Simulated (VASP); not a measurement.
A run of VASP 6.6.1:

The input INCAR:

```
PREC = Accurate
ENCUT = 520
EDIFF = 1E-6
ISMEAR = 0
SIGMA = 0.03
LREAL = F
LASPH = T
NELM = 120
ALGO = Normal
ISIF = 3
LWAVE = F
LCHARG = F
GGA = PE
IBRION = 2
NSW = 90
EDIFFG = -0.01
KPAR = 4
```

Contents of KPOINTS:

```
Automatic mesh
0
Gamma
  6 6 6
```

The input POSCAR:

```
Be3CdSe4
1.0
    5.4480000000      0.0000000000      0.0000000000
    0.0000000000      5.4480000000      0.0000000000
    0.0000000000      0.0000000000      5.4480000000
Be Cd Se
3 1 4
Direct
    0.5000000000      0.0000000000      0.5000000000
    0.0000000000      0.5000000000      0.5000000000
    0.5000000000      0.5000000000      0.0000000000
    0.0000000000      0.0000000000      0.0000000000
    0.7268110600      0.7268110600      0.2731889400
    0.2731889400      0.2731889400      0.2731889400
    0.7268110600      0.2731889400      0.7268110600
    0.2731889400      0.7268110600      0.7268110600
```

Potentials or basis: VASP PAW PBE potentials, release 64 (Be, Cd, Se).

Run with:

```sh
$ cat potpaw_PBE.64/Be/POTCAR potpaw_PBE.64/Cd/POTCAR potpaw_PBE.64/Se/POTCAR > POTCAR
$ mpirun -np 4 vasp_std > vasp.out
```

Hardware: 4 MPI ranks on Intel(R) Xeon(R) Platinum 8259CL CPU @ 2.50GHz (Skylake/Cascade Lake) (shared host).

Q: Estimate the wall time of this run.

A: Run time: 53 s on 4 MPI ranks on Intel(R) Xeon(R) Platinum 8259CL CPU @ 2.50GHz (Skylake/Cascade Lake), on a shared host, peak memory 0.31 GiB a rank. Counts: scf iterations 26, k points 20, ion steps 3.
